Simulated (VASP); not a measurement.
Here is the system:

```xyz
3
Lattice="0.0000 2.9618 2.9618 2.9618 0.0000 2.9618 2.9618 2.9618 0.0000" Properties=species:S:1:pos:R:3 pbc="T T T"
Al     1.4809     1.4809     1.4809
Al     4.4426     4.4426     4.4426
Pt     0.0000     0.0000     0.0000
```

These are rev-vdW-DF2, VASP's PBE PAW potentials (set 64) (plane waves; VASP) values and carry that method's errors. Settings: 520 eV cut-off, 10×10×10 Γ-centred mesh, tetrahedra with Blöchl corrections, potentials Al Pt.

Unless said otherwise, spin-orbit coupling is left out, though it shifts the bands of the heavy elements here.

Task: Tabulate the total density of states (states/eV per cell) against energy (eV; zero at the valence-band maximum or, without a gap, the Fermi level).

Result: 
(E (eV), DOS (states/eV)): (-9.91, 0.15); (-9.69, 0.22); (-9.58, 0.25); (-9.36, 0.31); (-9.25, 0.33); (-9.03, 0.38); (-8.91, 0.40); (-8.69, 0.46); (-8.58, 0.48); (-8.36, 0.54); (-8.25, 0.58); (-8.03, 0.69); (-7.92, 0.82); (-7.70, 0.83); (-7.58, 0.82); (-7.36, 0.75); (-7.25, 0.74); (-7.03, 0.65); (-6.92, 0.62); (-6.70, 0.59); (-6.58, 0.60); (-6.36, 0.41); (-6.25, 0.23); (-6.03, 5.67); (-5.92, 5.25); (-5.70, 1.77); (-5.59, 1.43); (-5.37, 1.15); (-5.14, 1.23); (-5.03, 1.68); (-4.81, 8.09); (-4.70, 5.26); (-4.48, 2.98); (-4.37, 3.66); (-4.14, 2.69); (-4.03, 3.85); (-3.81, 5.04); (-3.70, 3.83); (-3.48, 7.79); (-3.37, 2.20); (-3.15, 1.97); (-3.04, 1.87); (-2.81, 1.44); (-2.70, 0.93); (-2.48, 0.62); (-2.37, 0.64); (-2.15, 0.75); (-2.04, 0.88); (-1.81, 1.05); (-1.70, 1.04); (-1.48, 0.94); (-1.37, 0.96); (-1.15, 1.03); (-0.93, 1.20); (-0.82, 1.36); (-0.59, 1.35); (-0.48, 1.30); (-0.26, 1.28); (-0.15, 1.27); (0.07, 1.22); (0.18, 1.19); (0.40, 1.15); (0.52, 1.15); (0.74, 1.09); (0.85, 1.04); (1.07, 0.85); (1.18, 0.71); (1.40, 0.58); (1.51, 0.53); (1.74, 0.44); (1.85, 0.40); (2.07, 0.36); (2.18, 0.33); (2.40, 0.28); (2.51, 0.25); (2.73, 0.18); (2.84, 0.16); (3.07, 0.31); (3.18, 0.77); (3.40, 1.80)
Within 2 eV below the Fermi level the largest weight inside VASP's projection spheres is Pt d, then Pt p.

The compound is PtAl2 in the fluorite structure. It was relaxed first.
